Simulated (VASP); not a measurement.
All values below come from PBE GGA, VASP's PBE PAW potentials (set 64) (plane waves; VASP).

A VASP calculation is set up with these files.

**INCAR**
```
# general
SYSTEM   =  PbF2
PREC     =  Accurate
ENCUT    =  520
LREAL    =  .False.
LASPH    =  .True.

# electronic loop
EDIFF    =  1E-6
NELM     =  100
ALGO     =  Normal
LMAXMIX  =  4

# smearing
ISMEAR   =  0
SIGMA    =  0.05

# functional
GGA      =  PE

# ions
ISIF     =  2

# output
LWAVE    =  .False.
LCHARG   =  .False.
```

### POSCAR
```
PbF2
1
    0.0000000000     3.0405300000     2.9546830000
    2.9555420000     0.0000000000     2.9546830000
    2.9555420000     3.0405300000     0.0000000000
Pb F
1 2
Direct
  0.0000000000   0.0000000000   0.0000000000
  0.2500000000   0.2500000000   0.2500000000
  0.7403290000   0.7596710000   0.7596710000
```

**KPOINTS**
```
Automatic mesh
0
Gamma
1 1 1
0 0 0
```

POTCAR, in this order: Pb_d F (PBE.64 set). Program: vasp_std.

### Question
Estimate the energy per atom (σ→0), pressure, largest force.

### Answer

- energy per atom (σ→0) = -4.622 eV/atom
- pressure = 2.90 GPa
- largest force = 0.00328 Ry/bohr

**OSZICAR**
```
...
DAV:   8    -0.138623374164E+02    0.22408E-01   -0.10088E-01    36   0.417E+00    0.303E-01
DAV:   9    -0.138640841935E+02   -0.17468E-02   -0.12236E-02    44   0.866E-01    0.139E-01
DAV:  10    -0.138654791301E+02   -0.13949E-02   -0.18914E-03    36   0.586E-01    0.329E-02
DAV:  11    -0.138654497455E+02    0.29385E-04   -0.11826E-04    36   0.183E-01    0.128E-02
DAV:  12    -0.138654617644E+02   -0.12019E-04   -0.26877E-05    44   0.570E-02    0.725E-03
DAV:  13    -0.138654635732E+02   -0.18088E-05   -0.64381E-06    44   0.228E-02    0.241E-03
DAV:  14    -0.138654635546E+02    0.18603E-07   -0.49086E-07    20   0.749E-03
   1 F= -.13865464E+02 E0= -.13865464E+02  d E =-.219800E-10
```

The compound is PbF2 in the fluorite structure, the β form. The cell was not relaxed at this level, atoms are displaced from their ideal sites. The k-mesh is coarse (spacing up to 1.82 per Å, 2π included), so the numbers may not be converged in it. The run is one of a series of settings (KPOINTS 1×1×1 Γ-centred mesh against the base run), some of them coarse on purpose.
